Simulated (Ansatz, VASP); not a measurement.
# AlV2C in two plane-wave programs, part 2 of 2

Wanted: the spread between two codes on one cell, functional and k mesh. The cell is taken from a series of runs on this material, whose earlier steps may have relaxed, scaled, displaced or heated it; both programs get it as it stands.

VASP 6.6.1 and Ansatz 0.2.0.

So far: The structure; VASP: relaxation of cell and atoms, PBE.

### 3. Ansatz: relaxation of cell and atoms, PBE

Level of this step: Ansatz beside VASP: Kohn-Sham DFT, plane waves, PBE (Ansatz).

Ansatz runs on its PAW soft_1 files.

The same cell, functional, mesh and smearing now go to Ansatz, which takes its cutoff from its data sets.

Input file input.yaml:

```yaml
crystal:
  lattice:
    - [2.9042206465, 0.0, 0.0]
    - [-1.4521103232, 2.515128858, 0.0]
    - [0.0, 0.0, 13.1338953565]
  atoms:
    - { symbol: Al, position: [0.3333333333, 0.6666666667, 0.25] }
    - { symbol: Al, position: [0.6666666667, 0.3333333333, 0.75] }
    - { symbol: V, position: [0.3333333333, 0.6666666667, 0.5853991685] }
    - { symbol: V, position: [0.6666666667, 0.3333333333, 0.4146008315] }
    - { symbol: V, position: [0.6666666667, 0.3333333333, 0.0853991685] }
    - { symbol: V, position: [0.3333333333, 0.6666666667, 0.9146008315] }
    - { symbol: C, position: [0.0, 0.0, 0.0] }
    - { symbol: C, position: [0.0, 0.0, 0.5] }
kpoints:
  mp_grid: { grid: [12, 12, 2] }
hamiltonian:
  xc: pbe
  pseudopotentials: { kind: paw, azcp: { folder: soft_1 } }
scf:
  occupations: { method: methfessel_paxton, width: 0.2 }
output:
  forces: true
  stress: true
  eigenvalues: true
relax:
  adjacent_minimum: "off"
  f_tol: 0.001
  max_steps: 60
  cell: { stress_tol: 0.01 }
```

On the command line:

```
$ ansatz run input.yaml --threads 16 --pin off --max-ram 92160MiB --backend cuda --events-out ev --progress --plain --runs-dir out --max-vram 78GiB
```

Numbers of over 12 decimals in the logs are rounded to 6 here.

The program printed:

```text
Engine: ansatz 0.2.0, aarch64-unknown-linux-gnu
Pseudopotentials: kind: paw
Pseudopotential: Al, paw, valence charge 3, recommended cutoff 420 eV (normal), soft_1/Al.paw.azcp
Pseudopotential: V, paw, valence charge 13, recommended cutoff 420 eV (normal), soft_1/V.paw.azcp
Pseudopotential: C, paw, valence charge 4, recommended cutoff 420 eV (normal), soft_1/C.paw.azcp
Functional definition: PBE
  parameter kappa = 0.804
  parameter beta = 0.066725
  exchange = pbe_x(kappa = kappa, mu = beta*pi^2/3)
  correlation = pbe_c(beta = beta)
[...]
Crystal: 8 atoms, lattice volume = 95.936 Å³
Basis set: ecut = 420 eV, 1879 PW (Γ), exchange–correlation on 40×40×180 points (8 copies of the dense FFT grid, shifted against one another)
Bands: 41, of which v1, the nominal top of the filled ones, is band 33 counted from 1 (32 counted from 0)
Symmetry: 24 space group operations
Space group: P63/mmc (ITA 194), of the structure as read, at distance tolerance 4.6e-5 Å
k-points: 38 of 288
Non-local potential: Al, projectors of the file, l = 0: 2, l = 1: 2, l = 2: 1
Non-local potential: V, projectors of the file, l = 0: 3, l = 1: 2, l = 2: 3, l = 3: 1
Non-local potential: C, projectors of the file, l = 0: 2, l = 1: 2, l = 2: 1
PAW form: soft (Blöchl's): semilocal exchange-correlation on the pseudo side does not see the compensation charge
PAW one-centre angular grid: Al, 110 points (default); XC on 64 Gauss nodes
PAW one-centre angular grid: V, 590 points (default); XC on 64 Gauss nodes
PAW one-centre angular grid: C, 110 points (default); XC on 64 Gauss nodes
Initial density: superposition of atomic densities (chi_scale 0.1, normalization cell, long waves kept (reshape's long-wave potential 0.28 eV rms))
Initial wavefunctions: pseudopotential atomic-orbital guess
[...]
Functional: x = pbe(κ = 0.804, μ = 0.219515), c = pbe(β = 0.066725)
SCF iter   1: F=—  HF=-13233.129829 eV  |F-HF|=—  |Δ(HF+E_count)|=         —  Δρ=9.53e-2  dr2=1.10e1  ethr=3.10e-3  ⟨swp⟩=5.1  Hψ=5269  notcnv=0
preconditioner: auto → Kerker (q_TF=auto, 2.563 Å⁻¹)  [metal: Δε(μ)=0.025 eV  Ē_g=6.212 eV  σ=0.200 eV  W_gap=0.11  n_scr=28 (ndim 8)  ℏωp=22.1 eV  f_vac=0.000  D(μ)=4.25/eV (n_scr^D=40)]
SCF iter   2: F=—  HF=-13230.907414 eV  |F-HF|=—  |Δ(HF+E_count)|=    2.22e0  S|Δr|=    0.00e0  Δρ=2.53e-2  dr2=1.08e0  ethr=3.10e-3  ⟨swp⟩=2.9  Hψ=3385  notcnv=0
[...]
SCF iter   9: F=-13230.769288 eV  HF=-13230.769288 eV  |F-HF|=6.91e-11  |Δ(HF+E_count)|=   3.68e-8  S|Δr|=    0.00e0  Δρ=1.83e-6  dr2=2.43e-9  ethr=1.52e-10  ⟨swp⟩=5.5  Hψ=6543  notcnv=0
SCF 1 converged in 9 iterations: F = -13230.769288 eV  dr2 = 2.43e-9
  greatest PAW one-centre occupation: 1.000 electrons in one spin orbital (limit 2), on the V atom at site 3 (counted from 0), in its partial waves of l = 0
relax step   1: F+E_penalty+E_count = -13230.76928788 eV  Δ(F+E_penalty+E_count) = +0.000e0 eV  max|allowed force component| = 1.163e-2 eV/Å  Δτ_max = 0.0000 Å  P = -0.011 GPa  Ω = 95.936 Å³  (9 SCF iters, dr2 threshold 1.00e-7 eV, accepted)
[...]
relax step   2: F+E_penalty+E_count = -13230.76926117 eV  Δ(F+E_penalty+E_count) = +2.671e-5 eV  max|allowed force component| = 2.349e-3 eV/Å  Δτ_max = 0.0006 Å  P = -0.026 GPa  Ω = 95.961 Å³  energy of the carried Pulay correction = -3.906e-5 eV  (5 SCF iters, dr2 threshold 8.46e-9 eV, accepted)
[...]
relax step   3: F+E_penalty+E_count = -13230.76928046 eV  Δ(F+E_penalty+E_count) = -1.928e-5 eV  max|allowed force component| = 2.601e-4 eV/Å  Δτ_max = 0.0001 Å  P = +0.003 GPa  Ω = 95.950 Å³  energy of the carried Pulay correction = -2.104e-5 eV  (5 SCF iters, dr2 threshold 3.32e-9 eV, accepted)
[...]
relax step   4: F+E_penalty+E_count = -13230.76930093 eV  Δ(F+E_penalty+E_count) = -2.048e-5 eV  max|allowed force component| = 2.516e-4 eV/Å  Δτ_max = 0.0000 Å  P = +0.004 GPa  Ω = 95.950 Å³  stress off target by 1.07e-2 GPa  SCF on the basis re-selected at this cell (its energy is not comparable with the rows above)  (5 SCF iters)
[...]
relax step   5: F+E_penalty+E_count = -13230.76929589 eV  Δ(F+E_penalty+E_count) = +5.044e-6 eV  max|allowed force component| = 3.947e-5 eV/Å  Δτ_max = 0.0000 Å  P = -0.002 GPa  Ω = 95.953 Å³  energy of the carried Pulay correction = -5.465e-6 eV  (5 SCF iters, dr2 threshold 2.86e-10 eV, accepted)
[...]
relax step   6: F+E_penalty+E_count = -13230.76932954 eV  Δ(F+E_penalty+E_count) = -3.365e-5 eV  max|allowed force component| = 4.078e-5 eV/Å  Δτ_max = 0.0000 Å  P = -0.002 GPa  Ω = 95.953 Å³  stress off target by 3.28e-3 GPa  SCF on the basis re-selected at this cell (its energy is not comparable with the rows above)  (5 SCF iters)
[...]
SCF converged after 5 iterations
Stability not checked: this state was not tested for a lower state beside it, because cold or Methfessel-Paxton smearing, or corrected tetrahedra, fill the levels in a way that the test cannot read (fill_not_monotonic; see scf.lower_state_search)
Free energy (F): -13230.769330 eV
Harris-Foulkes:  -13230.769330 eV  (|F-HF|=0.00e0)
Internal energy: -13230.757896 eV  (E = F + TS)
E sigma→0 (E₀):  -13230.766471 eV
Entropy (-TS):   -0.011433 eV (-1.429 meV/atom)
Fermi energy:    13.713675 eV
Step filling:    the computed levels leave a gap of 0.0367 eV = 0.2 smearing widths at the electron count; against every level under it full and every level over it empty, smearing changes F+E_penalty+E_count by -2.849 meV and its σ→0 estimate by +9.05e-3 meV
--- Per-component energies (eV) ---
  E_band       = -667.682841
  E_kinetic    = 1405.080739
  E_local      = -6909.896550  (includes V_loc(G=0)·N_el)
  E_nonlocal   = 391.015094
  E_hartree    = 3040.302596
  E_xc         = -633.658997
  E_vxc        = -762.000524  (∫ρ·V_xc dr)
  E_paw        = -5640.951116  (= ΣΔE_a)
  E_vpaw       = -872.490516  (= ΣTr[D̂ρ^β])
  E_aug_tail   = 0.003762  (compensation charges beyond the density's cutoff)
  E_ewald      = -4882.653424
  E_smearing   = -0.011433  (= −TS)
  E_closure    = -0.000000  (closes the sum)
  Σ components = -13230.769330   (vs F -13230.769330, Δ=0.00e0)
--- Forces (eV/Å), atoms counted from 1 ---
  atom   1  Al    -0.00000000    -0.00000000    -0.00000000
  atom   2  Al     0.00000000     0.00000000     0.00000000
  atom   3  V      0.00000000    -0.00000000    -0.00004078
  atom   4  V      0.00000000     0.00000000     0.00004078
  atom   5  V     -0.00000000     0.00000000    -0.00004078
  atom   6  V      0.00000000    -0.00000000     0.00004078
  atom   7  C     -0.00000000     0.00000000     0.00000000
  atom   8  C     -0.00000000     0.00000000    -0.00000000
  max |Σ_I F_I| component: 1.09e-16 eV/Å
--- Stress (GPa, compression-positive) ---
       -0.003278       0.000000      -0.000000
       -0.000000      -0.003278       0.000000
       -0.000000       0.000000       0.001168
  P = ⅓ Tr σ = -0.0018 GPa (-0.018 kbar)
--- Band table (eV; the first three rows and the last of 38) ---
  k-point 0: bands = [... 29 lower, 13.1244, 13.4493, 13.4493, 13.4650, 13.4650, 14.2947, 14.2947, 14.3309, ... 4 higher]
  k-point 1: bands = [... 29 lower, 13.0020, 13.4571, 13.4571, 13.4571, 13.4571, 14.3123, 14.3123, 14.3123, ... 4 higher]
  k-point 2: bands = [... 29 lower, 13.1750, 13.2702, 13.3031, 13.5456, 13.5644, 14.0651, 14.2474, 14.2539, ... 4 higher]
  k-point 37: bands = [... 29 lower, 11.7804, 12.1521, 12.1521, 13.0079, 13.0079, 14.6952, 14.6952, 15.1159, ... 4 higher]
--- Relaxed structure (4 steps of the walk, 4 accepted, 2 SCFs on fresh bases) ---
  F+E_penalty+E_count = -13230.76932954 eV   max|allowed force component| = 4.078e-5 eV/Å   (the final SCF, on the basis selected at the relaxed cell)
  cell:  # Å, volume = 95.9526 Å³
    - [2.904474, -2.886983648585082e-11, 0.0]
    - [-1.452237, 2.515348, 0.0]
    - [0.0, 0.0, 13.133820]
  atoms:
    - { symbol: Al, position: [0.333333, 0.666667, 0.250000] }
    - { symbol: Al, position: [0.666667, 0.333333, 0.750000] }
    - { symbol: V, position: [0.333333, 0.666667, 0.585353] }
    - { symbol: V, position: [0.666667, 0.333333, 0.414647] }
    - { symbol: V, position: [0.666667, 0.333333, 0.085353] }
    - { symbol: V, position: [0.333333, 0.666667, 0.914647] }
    - { symbol: C, position: [0, 0, 0] }
    - { symbol: C, position: [0, 0, 0.500000] }
```

### 4. Side by side

Known differences besides the potentials themselves: the cutoff is 420 eV in Ansatz and 600 eV in VASP; Ansatz adds a Pulay correction to the stress that steers its cell, VASP none. Total energies have different zeros and are not compared.

Compared:

```csv
quantity,Ansatz,VASP,difference
volume (Å³),95.95,96.02,-0.07 %
"edge a after relaxation, in the typed setting (Å)",2.905,2.905,-0.02 %
"edge c after relaxation, in the typed setting (Å)",13.134,13.136,-0.02 %
```

### 5. Summary of results

- difference in volume (relaxation of cell and atoms, PBE): -0.065 %

**Reading.** The difference in volume is -0.065 % (relaxation of cell and atoms, PBE), within the 1.2 % picked in this series as the mark of a large difference, as far as the stopping tolerances let one tell. 1 further run of this series is not shown here. Such differences can come from data sets, numerical settings and the points named under the comparisons, not from the functional's error against experiment.

[Lines on the potential files, build, host, timing and source positions are cut from VASP's logs without a mark.]

[Logs are printed without paths, hosts, clocks, repeated set-up lines and the standing remarks that a program may print on its own settings, such as how far it seeks lower states.]

[Hosts, paths, dates, database ids (printed as entryN), source tags and the programs' standing remarks are cut or masked in the printed files.]
